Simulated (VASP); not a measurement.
Method: PBE GGA, VASP's PBE PAW potentials (set 64) (plane waves; VASP).

VASP ran on this input.

INCAR:
```
! general
SYSTEM   =  LaP
PREC     =  Accurate
ENCUT    =  400   ! plane-wave cut-off (eV)
LREAL    =  F   ! projection in real space or not
LASPH    =  T

! electronic loop
EDIFF    =  1E-6
NELM     =  100
ALGO     =  Conjugate
LMAXMIX  =  6   ! l cut-off of mixed one-centre charges

! smearing
ISMEAR   =  0   ! Gaussian
SIGMA    =  0.05

! functional
GGA      =  PE   ! PBE

! ions
ISIF     =  2

! output
LWAVE    =  F
LCHARG   =  F
```

POSCAR:
```
LaP
1
    4.2739150000     0.0000000000     0.0000000000
    0.0000000000     4.2739150000     0.0000000000
    0.0000000000     0.0000000000     7.5255390000
La P
2 2
Direct
  0.0000000000   0.5000000000   0.0000000000
  0.5000000000   0.0000000000   0.5000000000
  0.0000000000   0.0000000000   0.2500000000
  0.0000000000   0.0000000000   0.7500000000
```

**KPOINTS**
```
K-points
0
Gamma
5 5 3
```

POTCAR, in this order: La P (PBE.64 set). Program: vasp_std.

Problem. What does the run give for the energy per atom (σ→0), pressure?

Solution. 
| Quantity | Value |
|---|---|
| energy per atom (σ→0) | -5.887 eV/atom |
| pressure | 15.9 kbar |

OSZICAR:
```
...
CGA:  33    -0.235496689313E+02   -0.55924E-05   -0.54961E-05   240   0.974E-05   0.897E-06
CGA:  34    -0.235496727694E+02   -0.38381E-05   -0.38543E-05   240   0.613E-05  -0.170E-06
CGA:  35    -0.235496752575E+02   -0.24882E-05   -0.25953E-05   240   0.507E-05  -0.744E-06
CGA:  36    -0.235496772306E+02   -0.19731E-05   -0.20850E-05   240   0.437E-05  -0.673E-06
CGA:  37    -0.235496786325E+02   -0.14019E-05   -0.14140E-05   240   0.284E-05  -0.233E-06
CGA:  38    -0.235496796654E+02   -0.10329E-05   -0.10339E-05   240   0.199E-05  -0.716E-08
CGA:  39    -0.235496804982E+02   -0.83283E-06   -0.83877E-06   240   0.152E-05  -0.631E-07
   1 F= -.23549680E+02 E0= -.23548151E+02  d E =-.305855E-02
```

The structure was generated: LaP was put into the PtS type (P4_2/mmc), which need not be its known phase. The cell was not relaxed at this level. The run is one of a series of settings (ALGO = Conjugate against the base run), some of them coarse on purpose.
